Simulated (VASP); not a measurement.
Consider the following.

```yaml
crystal:
  lattice:
    - [4.16562, 0.00000, 0.00000]
    - [0.00000, 4.16562, 0.00000]
    - [0.00000, 0.00000, 6.35610]
  atoms:
    - { symbol: Ag, position: [0.00000, 0.00000, 0.00000] }
    - { symbol: Ag, position: [0.50000, 0.50000, 0.00000] }
    - { symbol: Ag, position: [0.50000, 0.00000, 0.27000] }
    - { symbol: Ag, position: [0.00000, 0.50000, 0.73000] }
    - { symbol: B, position: [0.50000, 0.00000, 0.70000] }
    - { symbol: B, position: [0.00000, 0.50000, 0.30000] }
```

Computed with PBE GGA, VASP's PBE PAW potentials (set 64) (plane waves; VASP). Numerical set-up: 400 eV cut-off, 5×5×4 Γ-centred mesh, Fermi-Dirac smearing of 0.14 eV, potentials Ag B.

At this cut-off the stress carries a Pulay error, which pulls relaxed volumes low.

**Question.** Estimate the energy per atom (σ→0), pressure, largest force, band gap (on the k-mesh) with the smallest direct gap where there is one.

**Answer.** 
The band gap (on the k-mesh) comes out as none (metal, semimetal or under 0.01 eV) and the energy per atom (σ→0) is -2.696 eV/atom. The pressure comes out as -5.41 GPa and the largest force is 2.261 eV/Å.

The structure was generated: Ag2B was put into an ordered model structure, which need not be its known phase. The cell was not relaxed at this level. The k-mesh is coarse (spacing up to 0.30 per Å, 2π included), so the numbers may not be converged in it.
